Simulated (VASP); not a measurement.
Input of a VASP 6.6.1 run:

INCAR

```
SYSTEM = Sr2CaCoO6
ALGO = Normal ; EDIFF = 1E-6
ENCUT = 520 ; GGA = PS
ISIF = 2 ; ISMEAR = 0
LASPH = .TRUE. ; LCHARG = .FALSE.
LREAL = .FALSE. ; LWAVE = .FALSE.
NBANDS = 48 ; NELM = 80
PREC = Accurate ; SIGMA = 0.0503
```

File KPOINTS:

```
k-points
0
G
  4 4 4
  0 0 0
```

POSCAR

```
Sr2CaCoO6
1.0
    0.0000000000      3.9921990000      3.9921990000
    3.9921990000      0.0000000000      3.9921990000
    3.9921990000      3.9921990000      0.0000000000
Ca Sr O Co
1 2 6 1
Direct
    0.0000000000      0.0000000000      0.0000000000
    0.2500000000      0.2500000000      0.2500000000
    0.7500000000      0.7500000000      0.7500000000
    0.7500000000      0.2500000000      0.2500000000
    0.2500000000      0.7500000000      0.2500000000
    0.2500000000      0.7500000000      0.7500000000
    0.7500000000      0.2500000000      0.7500000000
    0.2500000000      0.2500000000      0.7500000000
    0.7500000000      0.7500000000      0.2500000000
    0.5000000000      0.5000000000      0.5000000000
```

Potentials or basis: VASP PAW PBE potentials, release 64 (Ca_sv, Sr_sv, O, Co).

Run with:

```console
$ cat potpaw_PBE.64/Ca_sv/POTCAR potpaw_PBE.64/Sr_sv/POTCAR potpaw_PBE.64/O/POTCAR potpaw_PBE.64/Co/POTCAR > POTCAR
$ mpirun -np 1 vasp_std > vasp.out
```

What does it give for the band gap on the k mesh?

None (metal or under the smearing width).

Estimate the pressure.

0.2 GPa.

Caveat: the PAW data sets were made with another functional, which shifts forces and pressure a little; an odd number of electrons without spin polarisation forces a metal; a magnetic or distorted state may lie lower; the run has no spin polarisation, though such a crystal can be magnetic; semilocal functionals often make such compounds metallic where correlation or magnetic order opens a gap, which also shifts bond lengths. Spin polarisation is off, so any magnetic state and its effect on volume and gap are missing.
